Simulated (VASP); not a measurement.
# MgB2: how cutoff and mesh change the relaxed cell

How far does the relaxed cell of MgB2 depend on cutoff and k mesh? The starting structure is a measured crystal structure from the Crystallography Open Database. The first relaxation on each setting starts from this cell expanded by 3 % in volume.

Calculated with VASP 6.6.1; Kohn-Sham DFT with plane waves and PAW; PBEsol.

## Step 1: Set-up

The structure is hexagonal, space group P6/mmm (No. 191). Conventional cell: a = 3.085 Å, b = 3.085 Å, c = 3.523 Å, α = 90.00°, β = 90.00°, γ = 120.00°. Nearest to Mg lie 12 B at 2.51 Å. B has 3 B at 1.78 Å and 6 Mg at 2.51 Å nearest. Farther neighbours are not listed.

## Step 2: Reference relaxation

This run starts from the cell of an earlier relaxation, which isn't shown; the restart sets up the plane waves anew.

INCAR reads:

```
SYSTEM = MgB2
PREC = Accurate
ENCUT = 450
EDIFF = 1E-06
NELM = 100
ISMEAR = 1
SIGMA = 0.15
LREAL = .FALSE.
ALGO = Normal
GGA = PS
NBANDS = 10
LORBIT = 11
LWAVE = .FALSE.
LCHARG = .FALSE.
KPAR = 4
IBRION = 2
NSW = 50
ISIF = 3
EDIFFG = -0.006
```

POSCAR reads:

```
MgB2
1.0
    3.0663759932      0.0000000000      0.0000000000
   -1.5331879966      2.6555595077      0.0000000000
    0.0000000000      0.0000000000      3.4902934222
Mg B
1 2
Direct
    0.0000000000      0.0000000000      0.0000000000
    0.6666666667      0.3333333333      0.5000000000
    0.3333333333      0.6666666667      0.5000000000
```

KPOINTS reads:

```
Automatic mesh
0
Gamma
14 14 10
0 0 0
```

The projector-augmented-wave data sets are Mg and B (PBE family, release 64).

Started as:

```console
> mpirun -np 4 vasp_std
```

The log of the run:

```text
[banner, memory and clock lines left out]
running    4 mpi-ranks, on    1 nodes
 distrk:  each k-point on    1 cores,    4 groups
 distr:  one band on    1 cores,    1 groups

 POSCAR found type information on POSCAR MgB
 POSCAR found :  2 types and       3 ions
|                                                                             |
|               ----> ADVICE to this user running VASP <----                  |
|                                                                             |
|     You enforced a specific xc type in the INCAR file but a different       |
|     [... a line on the potential file left out ...]
|     I HOPE YOU KNOW WHAT YOU ARE DOING!                                     |
|                                                                             |

 LDA part: xc-table for (Slater+PW92), standard interpolation
 POSCAR, INCAR and KPOINTS ok, starting setup
 FFT: planning ... GRIDC
 FFT: planning ... GRID_SOFT
 FFT: planning ... GRID
 WAVECAR not read
 entering main loop
       N       E                     dE             d eps       ncg     rms          rms(c)
DAV:   1     0.113469162173E+01    0.11347E+01   -0.35445E+03  3136   0.596E+02
DAV:   2    -0.174070512790E+02   -0.18542E+02   -0.17286E+02  3872   0.999E+01
DAV:   3    -0.178357270731E+02   -0.42868E+00   -0.42702E+00  3714   0.133E+01
DAV:   4    -0.178367248020E+02   -0.99773E-03   -0.99760E-03  3772   0.682E-01
DAV:   5    -0.178367272029E+02   -0.24009E-05   -0.24004E-05  3516   0.320E-02    0.521E+00
DAV:   6    -0.164623940372E+02    0.13743E+01   -0.18586E+00  3186   0.656E+00    0.250E+00
DAV:   7    -0.162253917218E+02    0.23700E+00   -0.99543E-01  3320   0.481E+00    0.761E-01
DAV:   8    -0.162315556751E+02   -0.61640E-02   -0.14618E-01  3134   0.207E+00    0.508E-01
DAV:   9    -0.162170372099E+02    0.14518E-01   -0.31744E-02  3138   0.854E-01    0.835E-02
DAV:  10    -0.162167686285E+02    0.26858E-03   -0.22406E-03  3628   0.268E-01    0.263E-02
DAV:  11    -0.162167573132E+02    0.11315E-04   -0.11466E-04  3274   0.659E-02    0.577E-03
DAV:  12    -0.162167555507E+02    0.17625E-05   -0.11792E-05  3304   0.170E-02    0.245E-03
DAV:  13    -0.162167553699E+02    0.18081E-06   -0.54319E-07  1964   0.443E-03
   1 F= -.16216755E+02 E0= -.16216437E+02  d E =-.162168E+02
 curvature:   0.00 expect dE= 0.000E+00 dE for cont linesearch  0.000E+00
 trial: gam= 0.00000 g(F)=  0.550E-50 g(S)=  0.133E-05 ort = 0.000E+00 (trialstep = 0.100E+01)
 search vector abs. value=  0.133E-05
 reached required accuracy - stopping structural energy minimisation
```

Run time: 3.4 s. Hardware: 4 MPI ranks of Intel Xeon 6975P-C (Granite Rapids), shared host; peak memory 0.6 GiB.

Lines that name or quote the potential files are left out of all logs, and their timing lines are given in words.

OUTCAR, selected parts (step 2):

```text
ion  position               nearest neighbor table
   1  0.000  0.000  0.000-   2 2.49   3 2.49   2 2.49   3 2.49   2 2.49   2 2.49   3 2.49   3 2.49
                             2 2.49   2 2.49   3 2.49   3 2.49
   2  0.667  0.333  0.500-   3 1.77   3 1.77   3 1.77   1 2.49   1 2.49   1 2.49   1 2.49   1 2.49
                             1 2.49
   3  0.333  0.667  0.500-   2 1.77   2 1.77   2 1.77   1 2.49   1 2.49   1 2.49   1 2.49   1 2.49
                             1 2.49

  LATTYP: Found a hexagonal cell.
 ALAT       =     3.0663759932
 C/A-ratio  =     1.1382470480

 Subroutine GETGRP returns: Found 24 space group operations
 (whereof 24 operations were pure point group operations)

The static configuration has the point symmetry D_6h.

 Found    144 irreducible k-points:

   k-points           NKPTS =    144   k-points in BZ     NKDIM =    144   number of bands    NBANDS=     10

   dimension x,y,z NGX =    24 NGY =   24 NGZ =   24
   dimension x,y,z NGXF=    48 NGYF=   48 NGZF=   48

   ENCUT  =  450.0 eV  33.07 Ry    5.75 a.u.   5.30  5.30  6.04*2*pi/ulx,y,z

   NELECT =       8.0000    total number of electrons

 k-points in reciprocal lattice and weights: Automatic mesh
   0.00000000  0.00000000  0.00000000       0.001
   0.07142857 -0.00000000  0.00000000       0.003
   0.14285714 -0.00000000  0.00000000       0.003
   0.21428571 -0.00000000  0.00000000       0.003
   0.28571429 -0.00000000  0.00000000       0.003
   0.35714286 -0.00000000  0.00000000       0.003
   0.42857143 -0.00000000  0.00000000       0.003
   0.50000000 -0.00000000  0.00000000       0.002
   0.07142857  0.07142857  0.00000000       0.003
[...]
0.28571429  0.28571429  0.50000000       0.003
   0.35714286  0.28571429  0.50000000       0.003

 average (electrostatic) potential at core
       1 -35.2036       2 -26.0876       3 -26.0876

 E-fermi :   5.3367

 k-point     1 :       0.0000    0.0000    0.0000
  band No.  band energies     occupation
      1      -7.1799      2.00000
      2       2.3979      2.00000
      3       5.7287     -0.00137
      4       5.7287     -0.00137
      5       7.0854     -0.00000
      6      11.6907      0.00000
      7      11.6907      0.00000
    ...

 k-point     2 :       0.0714   -0.0000    0.0000
  band No.  band energies     occupation
      1      -7.0903      2.00000
      2       2.4851      2.00000
      3       5.2655      1.71144
      4       5.5099     -0.06928
      5       7.1621     -0.00000
      6      11.6428      0.00000
      7      12.0915      0.00000
      8      13.8326      0.00000
    ...

 k-point     3 :       0.1429   -0.0000    0.0000
  band No.  band energies     occupation
      1      -6.8222      2.00000
      2       2.7455      2.00000
      3       4.1247      2.00000
      4       4.9962      2.00609
      5       7.4023     -0.00000
      6      11.3763      0.00000
      7      13.1455      0.00000
      8      14.2332      0.00000
      9      14.3471      0.00000
    ...

  Total        0.0062678      0.0062678      0.0020693      0.0000000     -0.0000000      0.0000000
  in kB        0.3533304      0.3533304      0.1166539      0.0000000     -0.0000000      0.0000000
  external PRESSURE =       0.2744383 kB  Pullay stress =       0.0000000 kB

  energy-cutoff  :      450.00
  volume of cell :       28.42
      direct lattice vectors                 reciprocal lattice vectors
     3.066375993  0.000000000  0.000000000     0.326117868  0.188284239  0.000000000
    -1.533187997  2.655559508  0.000000000     0.000000000  0.376568477  0.000000000
     0.000000000  0.000000000  3.490293422     0.000000000  0.000000000  0.286508863

 POSITION                                       TOTAL-FORCE (eV/Angst)
 -----------------------------------------------------------------------------------
      0.00000      0.00000      0.00000         0.000000      0.000000      0.000000
      1.53319      0.88519      1.74515         0.000000     -0.000000     -0.000000
     -0.00000      1.77037      1.74515        -0.000000      0.000000      0.000000
 -----------------------------------------------------------------------------------
    total drift:                                0.000000     -0.000000      0.000000

  FREE ENERGIE OF THE ION-ELECTRON SYSTEM (eV)
  ---------------------------------------------------
  free  energy   TOTEN  =       -16.2167553699 eV

  energy  without entropy=      -16.2157988101  energy(sigma->0) =      -16.21643652

 reached required accuracy - stopping structural energy minimisation

 total charge
# of ion       s       p       d       tot
------------------------------------------
    1        0.162   0.184   0.060   0.405
    2        0.687   1.241   0.000   1.928
    3        0.687   1.241   0.000   1.928
--------------------------------------------------
tot          1.537   2.666   0.060   4.262

[... 3 further parts left out ...]
```

The PAW data sets were made with PBE, which is usual practice but a small mismatch for other functionals. The run keeps the 24 symmetry operations of its start, so it cannot find a distortion of lower symmetry.

The reference relaxation ends at 9.474 Å³ an atom.

## Step 3: Relaxation with a cutoff of 320 eV

Against step 2 the input has ENCUT = 320. This run starts from the cell of an earlier relaxation, which isn't shown; the restart sets up the plane waves anew.

INCAR: that of step 2 with these lines changed.

```diff
@@ -2,3 +2,3 @@
 PREC = Accurate
-ENCUT = 450
+ENCUT = 320
 EDIFF = 1E-06
```

POSCAR reads:

```
MgB2
1.0
    3.0624944577      0.0000000000      0.0000000000
   -1.5312472288      2.6521979993      0.0000000000
    0.0000000000      0.0000000000      3.4836932389
Mg B
1 2
Direct
    0.0000000000      0.0000000000      0.0000000000
    0.6666666667      0.3333333333      0.5000000000
    0.3333333333      0.6666666667      0.5000000000
```

KPOINTS is that of step 2.

Started as:

```console
> mpirun -np 4 vasp_std
```

The log of the run:

```text
[banner, memory and clock lines left out]
running    4 mpi-ranks, on    1 nodes
[...]
[... a notice as in an earlier step ...]

 LDA part: xc-table for (Slater+PW92), standard interpolation
 POSCAR, INCAR and KPOINTS ok, starting setup
[...]
entering main loop
       N       E                     dE             d eps       ncg     rms          rms(c)
DAV:   1    -0.459087408274E+01   -0.45909E+01   -0.29770E+03  3242   0.444E+02
DAV:   2    -0.175537492177E+02   -0.12963E+02   -0.12367E+02  3888   0.803E+01
DAV:   3    -0.178246087611E+02   -0.27086E+00   -0.26892E+00  3658   0.991E+00
DAV:   4    -0.178251220939E+02   -0.51333E-03   -0.51330E-03  3728   0.484E-01
[...]
DAV:  11    -0.162028551818E+02    0.69255E-05   -0.94566E-05  3218   0.586E-02    0.623E-03
DAV:  12    -0.162028531045E+02    0.20772E-05   -0.13653E-05  3238   0.177E-02    0.259E-03
DAV:  13    -0.162028528709E+02    0.23366E-06   -0.64094E-07  1998   0.450E-03
   1 F= -.16202853E+02 E0= -.16202529E+02  d E =-.162029E+02
[...]
N       E                     dE             d eps       ncg     rms          rms(c)
DAV:   1    -0.162028932560E+02   -0.40151E-04   -0.67315E-04  3088   0.229E-01    0.183E-02
DAV:   2    -0.162028828163E+02    0.10440E-04   -0.19014E-05  3302   0.241E-02    0.820E-03
DAV:   3    -0.162028817562E+02    0.10601E-05   -0.38049E-06  3216   0.109E-02    0.249E-03
DAV:   4    -0.162028819376E+02   -0.18138E-06   -0.19402E-07  1568   0.272E-03
   2 F= -.16202882E+02 E0= -.16202555E+02  d E =-.290667E-04
 trial-energy change:   -0.000029  1 .order   -0.000029   -0.000104    0.000046
 step:   0.6911(harm=  0.6911)  dis= 0.00000  next Energy=   -16.202889 (dE=-0.359E-04)
[...]
N       E                     dE             d eps       ncg     rms          rms(c)
DAV:   1    -0.162028905386E+02   -0.87824E-05   -0.65495E-05  3082   0.712E-02    0.569E-03
DAV:   2    -0.162028893244E+02    0.12142E-05   -0.18493E-06  3072   0.753E-03    0.256E-03
DAV:   3    -0.162028890027E+02    0.32167E-06   -0.36821E-07  1524   0.344E-03
   3 F= -.16202889E+02 E0= -.16202563E+02  d E =-.361319E-04
[...]
reached required accuracy - stopping structural energy minimisation
```

Elapsed: 3.8 s, on 4 MPI ranks; peak memory 0.52 GiB; 13 s of CPU time.

OUTCAR, selected parts (step 3):

```text
  Total        0.0048545      0.0048545     -0.0099943      0.0000000     -0.0000000      0.0000000
  in kB        0.2753011      0.2753011     -0.5667801      0.0000000     -0.0000000      0.0000000
  external PRESSURE =      -0.0053927 kB  Pullay stress =       0.0000000 kB

 POSITION                                       TOTAL-FORCE (eV/Angst)
 -----------------------------------------------------------------------------------
     -1.53043      2.65078      0.00000        -0.000000      0.000000      0.000000
      1.53043      0.88359      1.74102         0.000000     -0.000000     -0.000000
     -0.00000      1.76718      1.74102        -0.000000      0.000000      0.000000
 -----------------------------------------------------------------------------------
    total drift:                                0.000000     -0.000000      0.000000

  FREE ENERGIE OF THE ION-ELECTRON SYSTEM (eV)
  ---------------------------------------------------
  free  energy   TOTEN  =       -16.2028890027 eV

  energy  without entropy=      -16.2019101023  energy(sigma->0) =      -16.20256270

[... 2 parts as in an earlier step ...]

[... 2 further parts left out ...]
[key lines of the parts left out:]
E-fermi :   5.3811
```

With a cutoff of 320 eV the cell ends at 9.417 Å³ an atom, -0.60 % from the reference.

## Step 4: Relaxation with a 7×7×6 mesh

Against step 2 the input has a 7×7×6 mesh. This run starts from the cell of an earlier relaxation, which isn't shown; the restart sets up the plane waves anew.

INCAR: that of step 3 with these lines changed.

```diff
@@ -2,3 +2,3 @@
 PREC = Accurate
-ENCUT = 320
+ENCUT = 450
 EDIFF = 1E-06
```

POSCAR reads:

```
MgB2
1.0
    3.0608885564      0.0000000000      0.0000000000
   -1.5304442782      2.6508072480      0.0000000000
    0.0000000000      0.0000000000      3.5058906076
Mg B
1 2
Direct
    0.0000000000      0.0000000000      0.0000000000
    0.6666666667      0.3333333333      0.5000000000
    0.3333333333      0.6666666667      0.5000000000
```

KPOINTS reads:

```
Automatic mesh
0
Gamma
7 7 6
0 0 0
```

Started as:

```console
> mpirun -np 4 vasp_std
```

The log of the run:

```text
[... set-up lines as in an earlier step ...]
 entering main loop
       N       E                     dE             d eps       ncg     rms          rms(c)
DAV:   1    -0.114713035940E+01   -0.11471E+01   -0.34550E+03   728   0.586E+02
DAV:   2    -0.175186244231E+02   -0.16371E+02   -0.15360E+02   848   0.966E+01
DAV:   3    -0.178651784301E+02   -0.34655E+00   -0.33823E+00   804   0.120E+01
DAV:   4    -0.178659102031E+02   -0.73177E-03   -0.73168E-03   844   0.592E-01
[...]
DAV:  10    -0.162252882174E+02    0.30685E-04   -0.11220E-03   794   0.190E-01    0.289E-02
DAV:  11    -0.162252562675E+02    0.31950E-04   -0.13267E-04   714   0.630E-02    0.239E-03
DAV:  12    -0.162252562280E+02    0.39491E-07   -0.18130E-06   734   0.957E-03
   1 F= -.16225256E+02 E0= -.16225188E+02  d E =-.162253E+02
[...]
reached required accuracy - stopping structural energy minimisation
```

Elapsed: 1.6 s, on 4 MPI ranks; peak memory 0.49 GiB.

Parts of OUTCAR (step 4):

```text
  Total        0.0025772      0.0025772      0.0015230      0.0000000      0.0000000      0.0000000
  in kB        0.1451574      0.1451574      0.0857816      0.0000000      0.0000000      0.0000000
  external PRESSURE =       0.1253655 kB  Pullay stress =       0.0000000 kB

 POSITION                                       TOTAL-FORCE (eV/Angst)
 -----------------------------------------------------------------------------------
      0.00000      0.00000      0.00000         0.000000      0.000000      0.000000
      1.53044      0.88360      1.75295        -0.000000     -0.000000      0.000000
     -0.00000      1.76720      1.75295         0.000000      0.000000      0.000000
 -----------------------------------------------------------------------------------
    total drift:                                0.000000     -0.000000      0.000000

  FREE ENERGIE OF THE ION-ELECTRON SYSTEM (eV)
  ---------------------------------------------------
  free  energy   TOTEN  =       -16.2252562280 eV

  energy  without entropy=      -16.2250501107  energy(sigma->0) =      -16.22518752

[... 1 part as in an earlier step ...]

[... 3 further parts left out ...]
[key lines of the parts left out:]
E-fermi :   5.1873
```

With a 7×7×6 mesh the cell ends at 9.482 Å³ an atom, +0.09 % from the reference, a by -0.2 % and c by +0.4 %.

(Continued in part 2 of 2.)

[Lines on the potential files, build, host, timing and source positions are cut from VASP's logs without a mark.]

[Logs are printed without paths, hosts, clocks, repeated set-up lines and the standing remarks that a program may print on its own settings, such as how far it seeks lower states.]

[Hosts, paths, dates, database ids (printed as entryN), source tags and the programs' standing remarks are cut or masked in the printed files.]
